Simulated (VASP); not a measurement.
# Lattice of TiTe2 across functionals and dispersion corrections, part 3 of 3

Which functional gives the lattice of TiTe2 as experiment finds it, and is a dearer one worth its cost? LASPH is on for some levels and off for others; the table marks which. The start is a cell from a database of measured crystal structures.

VASP 6.6.1, plane waves and PAW; the level of theory is named at each step.

Still holding for the runs below: This run has no spin polarisation, although Ti can carry a moment. The k-mesh is coarse for a metal.

So far. Step 3 (Relaxation with LDA): It ends at 24.66 Å³/atom, -7.9 % from the start, with 0.01 GPa left. The conventional cell has a = 3.680 and c = 6.308 Å. Step 4 (Relaxation with r2SCAN): It ends at 28.36 Å³/atom, +6.0 % from the start, with 0.02 GPa left. The conventional cell has a = 3.822 and c = 6.726 Å.

### 5. Relaxation with PBE + D3(BJ)

This step: PBE with D3(BJ), no spin polarisation; plane waves and PAW (Ti_sv, Te) (VASP 6.6.1).

A dispersion term adds the long-range attraction that semilocal functionals lack. D3 with Becke-Johnson damping keeps a finite attraction at short range.

The input, INCAR:

```
SYSTEM = TiTe2
PREC = Accurate
ENCUT = 520
EDIFF = 1E-06
NELM = 100
ISMEAR = -1
SIGMA = 0.05
LREAL = .FALSE.
ALGO = Normal
GGA = PE
IVDW = 12
NBANDS = 18
LORBIT = 11
LWAVE = .FALSE.
LCHARG = .FALSE.
KPAR = 2
IBRION = 2
NSW = 60
ISIF = 3
EDIFFG = -0.01
```

The input, POSCAR:

```
TiTe2
1.0
    3.7770000000      0.0000000000      0.0000000000
   -1.8885000000      3.2709779501      0.0000000000
    0.0000000000      0.0000000000      6.4980000000
Ti Te
1 2
Direct
    0.0000000000      0.0000000000      0.0000000000
    0.6666666667      0.3333333333      0.2628000000
    0.3333333333      0.6666666667      0.7372000000
```

The input, KPOINTS:

```
Automatic mesh
0
Gamma
8 8 4
0 0 0
```

The projector-augmented-wave data sets are Ti_sv and Te (PBE family, release 64).

Launch:

```console
mpirun -np 2 vasp_std
```

What it wrote:

```text
[... set-up lines as in an earlier step ...]
 entering main loop
       N       E                     dE             d eps       ncg     rms          rms(c)
[... 17 cycles as in an earlier step ...]
   1 F= -.17686452E+02 E0= -.17680717E+02  d E =-.176865E+02
[... from here on, the cycles between the ionic steps are left out ...]
   2 F= -.17700087E+02 E0= -.17694358E+02  d E =-.136348E-01
   3 F= -.17704291E+02 E0= -.17698563E+02  d E =-.178388E-01
   4 F= -.17712187E+02 E0= -.17706309E+02  d E =-.789593E-02
   5 F= -.17717320E+02 E0= -.17711394E+02  d E =-.130286E-01
   6 F= -.17717349E+02 E0= -.17711422E+02  d E =-.130581E-01
   7 F= -.17719601E+02 E0= -.17713761E+02  d E =-.225167E-02
   8 F= -.17720933E+02 E0= -.17715235E+02  d E =-.358359E-02
   9 F= -.17721031E+02 E0= -.17715308E+02  d E =-.368147E-02
  10 F= -.17720148E+02 E0= -.17714515E+02  d E =0.882179E-03
  11 F= -.17721478E+02 E0= -.17715794E+02  d E =-.447895E-03
[...]
reached required accuracy - stopping structural energy minimisation
```

Elapsed: 1.7 min, on 2 MPI ranks of AMD EPYC 9R14 (Zen 4), shared host; peak memory 0.43 GiB; 3.4 min of CPU time.

Parts of OUTCAR (step 5):

```text
 Edisp (eV)   -1.58277

 Edisp (eV)   -1.56926

  Total      -0.00576    -0.00576     0.01030     0.00000     0.00000    -0.00000
  in kB      -0.12227    -0.12227     0.21859     0.00000     0.00000    -0.00000
  external pressure =       -0.01 kB  Pullay stress =        0.00 kB

 POSITION                                       TOTAL-FORCE (eV/Angst)
 -----------------------------------------------------------------------------------
      0.00000      0.00000     -0.00000        -0.000000     -0.000000     -0.000000
      1.85299      1.06983      1.72453        -0.000000      0.000000      0.005531
     -0.00000      2.13965      4.62156         0.000000     -0.000000     -0.005531
 -----------------------------------------------------------------------------------
    total drift:                                0.000000      0.000000     -0.000000

  FREE ENERGIE OF THE ION-ELECTRON SYSTEM (eV)
  ---------------------------------------------------
  free  energy   TOTEN  =       -17.7214784138 eV

  energy  without entropy=      -17.7101089764  energy(sigma->0) =      -17.71579370

[... 2 parts as in an earlier step ...]

[... 2 further parts left out ...]
[key lines of the parts left out:]
E-fermi :   7.5873
```

Step by step:

```csv
step,energy less that of the first step (eV),largest force (eV/Å),pressure (GPa),volume (Å³)
1,0.0000,0.0296,-2.05,80.28
2,-0.0136,0.4523,1.21,76.37
3,-0.0178,0.3107,0.08,77.61
4,-0.0257,0.2165,0.04,77.02
5,-0.0309,0.0406,0.00,75.96
6,-0.0309,0.0531,0.04,76.04
7,-0.0331,0.0188,-0.13,75.97
8,-0.0345,0.0530,-0.40,75.82
9,-0.0346,0.0367,-0.34,75.85
10,-0.0337,0.0768,0.57,74.85
11,-0.0350,0.0055,0.00,75.48
```

```csv
"conventional cell, symmetrised",before,after,change
a (Å),3.777,3.706,-1.9 %
b (Å),3.777,3.706,-1.9 %
c (Å),6.498,6.346,-2.3 %
volume (Å³/atom),26.76,25.16,-6.0 %
```

The atoms that moved most (Å, as changes of fractional coordinates times the final cell):

```csv
atom,dx,dy,dz,length
Te2,0.000,0.000,0.057,0.057
Te3,0.000,0.000,-0.057,0.057
```

Final coordinates:

```
Ti Te
1.0
     3.70598    0.00000    0.00000
    -1.85299    3.20948    0.00000
     0.00000    0.00000    6.34609
Ti Te
1 2
Direct
  0.00000 0.00000 0.00000
  0.66667 0.33333 0.27175
  0.33333 0.66667 0.72825
```

It ends at 25.16 Å³/atom, -6.0 % from the start, with 0.00 GPa left. The conventional cell has a = 3.706 and c = 6.346 Å. Against plain PBE, the dispersion term moves a by -2.1 % and c by -5.6 %.

### 6. The cells as a table

This step: relaxed cells at several levels; plane waves and PAW (VASP 6.6.1).

This step runs nothing: it gathers the runs above.

Lengths are those of the conventional cell; cost is the wall time of each run, as given at its step, times its ranks, without the set-up around it; LASPH differs between rows, which moves results and costs too. Results by level, by row:

```csv
level,volume (Å³/atom),change from the start (%),a (Å),c (Å),cost (core minutes),LASPH
PBE,27.8,3.9,3.784,6.724,2.87,off
LDA,24.66,-7.9,3.68,6.308,3.63,off
r2SCAN,28.36,6,3.822,6.726,12.5,on
PBE + D3(BJ),25.16,-6,3.706,6.346,3.43,off
```

### 7. Outcome

```yaml
volume_pbe: 27.80 Å³/atom
volume_lda: 24.66 Å³/atom
volume_r2scan: 28.36 Å³/atom
volume_pbe_d3_bj: 25.16 Å³/atom
```

What this shows: For TiTe2 the levels give volumes between 24.66 Å³/atom (LDA) and 28.36 Å³/atom (r2SCAN), a spread of 15.0 %, while the cost of the finished runs spans a factor of 4.4. Against the volume of the start, a cell from experiment, PBE comes nearest (+3.9 %) and LDA lies farthest (-7.9 %); thermal expansion is in that cell alone. The costs hold the number of ionic steps as well as the price of the functional. Against the listed lengths the levels give a from -2.6 % to +1.2 % and c from -2.9 % to +3.5 %. Adding D3(BJ) to PBE changes the volume by -9.5 % (a by -2.1 % and c by -5.6 %). The bonds form layers, so levels without dispersion can't be trusted for the spacing between them. Within 0.02 Å all end in space group P-3m1; the runs can't lower the symmetry of the start. The k-sampling is coarse for a metal, so the Fermi level, pressures and the shape of the cell carry errors. Magnetism was not tested. LASPH is on for some levels and off for others, so differences between them are not the functional's alone. Each is a single relaxation on the plane waves of the start cell, so larger changes of volume carry a basis-set error that was not tested here. Zero-point and thermal expansion are not included.

[Lines on the potential files, build, host, timing and source positions are cut from VASP's logs without a mark.]

[Logs are printed without paths, hosts, clocks, repeated set-up lines and the standing remarks that a program may print on its own settings, such as how far it seeks lower states.]

[Hosts, paths, dates, database ids (printed as entryN), source tags and the programs' standing remarks are cut or masked in the printed files.]

[A measured line is paired with the nearest computed mode of its activity, which favours agreement.]
